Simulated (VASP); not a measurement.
These are PBEsol GGA, VASP's PBE PAW potentials (set 64) (plane waves; VASP) values and carry that method's errors.

Input for VASP

INCAR:
```
SYSTEM = CdS(110) slab
LMAXMIX = 4   ! l cut-off of mixed one-centre charges
EDIFF = 1E-5   ! SCF stop (eV)
IBRION = 2   ! conjugate gradients
NELMIN = 4
DIPOL = 0.5 0.5 0.5
LDIPOL = T
LWAVE = T
ENCUT = 400   ! plane-wave cut-off (eV)
PREC = Normal
IDIPOL = 3
LASPH = T   ! aspherical one-centre terms
GGA = PS   ! PBEsol
ISMEAR = 0   ! Gaussian
SIGMA = 0.05   ! width (eV)
NSW = 120   ! most ionic steps
ALGO = Normal   ! blocked Davidson
NELM = 100
ISIF = 2
LCHARG = F
LREAL = Auto   ! projection in real space or not
EDIFFG = -0.03   ! ionic stop
```

KPOINTS:
```
Automatic mesh
0
G
3 3 1
```

File POSCAR:
```
CdS(110) slab
1
    7.1598866099     0.0000000000     0.0000000000
   -0.0000000000     6.7166299026     0.0000000000
    0.0000000000     0.0000000000    25.3118075892
Cd S
10 10
Direct
  0.1145294680   0.0315657952   0.3549818752
  0.8854705320   0.5315657952   0.3549818752
  0.6692461526   0.9867170841   0.4161022892
  0.3307538474   0.4867170841   0.4161022892
  0.1690050214   0.9920369171   0.5000000000
  0.8309949786   0.4920369171   0.5000000000
  0.6692461526   0.9867170841   0.5838977108
  0.3307538474   0.4867170841   0.5838977108
  0.1145294680   0.0315657952   0.6450181248
  0.8854705320   0.5315657952   0.6450181248
  0.1832469495   0.3762771927   0.3312462880
  0.8167530505   0.8762771927   0.3312462880
  0.6672231669   0.3667195513   0.4182823588
  0.3327768331   0.8667195513   0.4182823588
  0.1677004695   0.3704038365   0.5000000000
  0.8322995305   0.8704038365   0.5000000000
  0.6672231669   0.3667195513   0.5817176412
  0.3327768331   0.8667195513   0.5817176412
  0.1832469495   0.3762771927   0.6687537120
  0.8167530505   0.8762771927   0.6687537120
```

POTCAR, in this order: Cd S (PBE.64 set). Program: vasp_std.

The resulting files:

OSZICAR:
```
       N       E                     dE             d eps       ncg     rms          rms(c)
DAV:   1     0.124726668160E+04    0.12473E+04   -0.65531E+04   880   0.110E+03
DAV:   2     0.559011954505E+02   -0.11914E+04   -0.11624E+04  1056   0.299E+02
DAV:   3    -0.668508513637E+02   -0.12275E+03   -0.12157E+03   968   0.896E+01
DAV:   4    -0.713717659548E+02   -0.45209E+01   -0.44911E+01   976   0.165E+01
DAV:   5    -0.715167236245E+02   -0.14496E+00   -0.14485E+00  1016   0.288E+00    0.255E+01
DAV:   6    -0.659062439348E+02    0.56105E+01   -0.13057E+01  1072   0.187E+01    0.201E+01
DAV:   7    -0.659023546257E+02    0.38893E-02   -0.62265E+00   920   0.668E+00    0.587E+00
DAV:   8    -0.657593474250E+02    0.14301E+00   -0.11055E+00   964   0.495E+00    0.164E+00
DAV:   9    -0.657626482263E+02   -0.33008E-02   -0.11751E-01   952   0.175E+00    0.490E-01
DAV:  10    -0.657648187777E+02   -0.21706E-02   -0.59304E-03  1000   0.233E-01    0.293E-01
DAV:  11    -0.657664108005E+02   -0.15920E-02   -0.14544E-03   944   0.175E-01    0.127E-01
DAV:  12    -0.657668497606E+02   -0.43896E-03   -0.42135E-04   952   0.965E-02    0.651E-02
DAV:  13    -0.657669609024E+02   -0.11114E-03   -0.54122E-05   928   0.275E-02    0.266E-02
DAV:  14    -0.657670903877E+02   -0.12949E-03   -0.36248E-05   680   0.157E-02    0.132E-02
DAV:  15    -0.657671085130E+02   -0.18125E-04   -0.31874E-06   632   0.853E-03    0.446E-03
DAV:  16    -0.657671385336E+02   -0.30021E-04   -0.23671E-06   576   0.443E-03    0.416E-03
DAV:  17    -0.657671604176E+02   -0.21884E-04   -0.15435E-06   616   0.275E-03    0.287E-03
DAV:  18    -0.657671702843E+02   -0.98667E-05   -0.45848E-07   624   0.220E-03
   1 F= -.65767170E+02 E0= -.65767170E+02  d E =-.657672E+02
       N       E                     dE             d eps       ncg     rms          rms(c)
DAV:   1    -0.657676636598E+02   -0.50324E-03   -0.38034E-01   896   0.182E+00    0.155E-01
DAV:   2    -0.657679625946E+02   -0.29893E-03   -0.34510E-03   984   0.186E-01    0.546E-02
DAV:   3    -0.657679557124E+02    0.68822E-05   -0.67801E-05   992   0.301E-02    0.364E-02
DAV:   4    -0.657679504066E+02    0.53058E-05   -0.17054E-05   680   0.228E-02
   2 F= -.65767950E+02 E0= -.65767950E+02  d E =-.780122E-03
```

### OUTCAR
```
------------------------ aborting loop because EDIFF is reached ----------------------------------------
  FORCE on cell =-STRESS in cart. coord.  units (eV):
  Direction    XX          YY          ZZ          XY          YZ          ZX
  --------------------------------------------------------------------------------------
  Total       -2.0217176     -1.4048353     -1.0734803      0.0000000      0.0000000      0.0000000
  in kB       -2.6610336     -1.8490782     -1.4129407      0.0000000      0.0000000      0.0000000
  external PRESSURE =      -1.9743508 kB  Pullay stress =       0.0000000 kB
  volume of cell :     1217.25
      direct lattice vectors                 reciprocal lattice vectors
     7.159886610  0.000000000  0.000000000     0.139667016  0.000000000  0.000000000
     0.000000000  6.716629903  0.000000000     0.000000000  0.148884190  0.000000000
     0.000000000  0.000000000 25.311807589     0.000000000  0.000000000  0.039507254
 POSITION                                       TOTAL-FORCE (eV/Angst)
 -----------------------------------------------------------------------------------
      0.81834      0.21268      8.98416        -0.019034      0.012636     -0.008304
      6.34155      3.57100      8.98416         0.019034      0.012636     -0.008304
      4.79098      6.62768     10.53036        -0.013712      0.003603     -0.016257
      2.36891      3.26937     10.53036         0.013712      0.003603     -0.016257
      1.20997      6.66250     12.65590        -0.005860     -0.017671     -0.000000
      5.94992      3.30418     12.65590         0.005860     -0.017671     -0.000000
      4.79098      6.62768     14.78145        -0.013712      0.003603      0.016257
      2.36891      3.26937     14.78145         0.013712      0.003603      0.016257
      0.81834      0.21268     16.32765        -0.019034      0.012636      0.008304
      6.34155      3.57100     16.32765         0.019034      0.012636      0.008304
      1.31090      2.52727      8.38537        -0.009825     -0.003282      0.002710
      5.84899      5.88559      8.38537         0.009825     -0.003282      0.002710
      4.77692      2.46331     10.58731         0.002807      0.005199     -0.010843
      2.38297      5.82163     10.58731        -0.002807      0.005199     -0.010843
      1.20117      2.48635     12.65590         0.012228     -0.018642     -0.000000
      5.95872      5.84466     12.65590        -0.012228     -0.018642     -0.000000
      4.77692      2.46331     14.72449         0.002807      0.005199      0.010843
      2.38297      5.82163     14.72449        -0.002807      0.005199      0.010843
      1.31090      2.52727     16.92644        -0.009825     -0.003282     -0.002710
      5.84899      5.88559     16.92644         0.009825     -0.003282     -0.002710
 -----------------------------------------------------------------------------------
    total drift:                                0.000000      0.023771      0.000001
  FREE ENERGIE OF THE ION-ELECTRON SYSTEM (eV)
  ---------------------------------------------------
  free  energy   TOTEN  =       -65.7679504066 eV

  energy  without entropy=      -65.7679504066  energy(sigma->0) =      -65.76795041

 reached required accuracy - stopping structural energy minimisation
```
(Selected blocks of OUTCAR.)

File CONTCAR:
```
CdS(110) slab
   1.00000000000000
     7.1598866099000000    0.0000000000000000    0.0000000000000000
     0.0000000000000000    6.7166299026000003    0.0000000000000000
     0.0000000000000000    0.0000000000000000   25.3118075892000007
  Cd              S
    10    10
Direct
     0.1142945193808795    0.0316650699579816    0.3549395735578922
     0.8857054806191205    0.5316650699579816    0.3549395735578922
     0.6691413257171471    0.9867568192134273    0.4160255773313288
     0.3308586742828528    0.4867568192134273    0.4160255773313288
     0.1689929754799276    0.9919402217599318    0.5000000000000000
     0.8310070245200724    0.4919402217599317    0.5000000000000000
     0.6691413257171471    0.9867568192134273    0.5839744226686712
     0.3308586742828528    0.4867568192134273    0.5839744226686712
     0.1142945193808795    0.0316650699579816    0.6450604264421077
     0.8857054806191205    0.5316650699579816    0.6450604264421077
     0.1830896629823588    0.3762706603672460    0.3312829387129076
     0.8169103370176412    0.8762706603672460    0.3312829387129076
     0.6671780425376658    0.3667482420233395    0.4182756690996936
     0.3328219574623342    0.8667482420233396    0.4182756690996936
     0.1677631858492375    0.3701781953160951    0.5000000000000000
     0.8322368141507624    0.8701781953160952    0.5000000000000000
     0.6671780425376658    0.3667482420233395    0.5817243309003064
     0.3328219574623342    0.8667482420233396    0.5817243309003064
     0.1830896629823588    0.3762706603672460    0.6687170612870924
     0.8169103370176412    0.8762706603672460    0.6687170612870924
```

The cell is a thin slab with vacuum, built from CdS (wurtzite): (110) face.
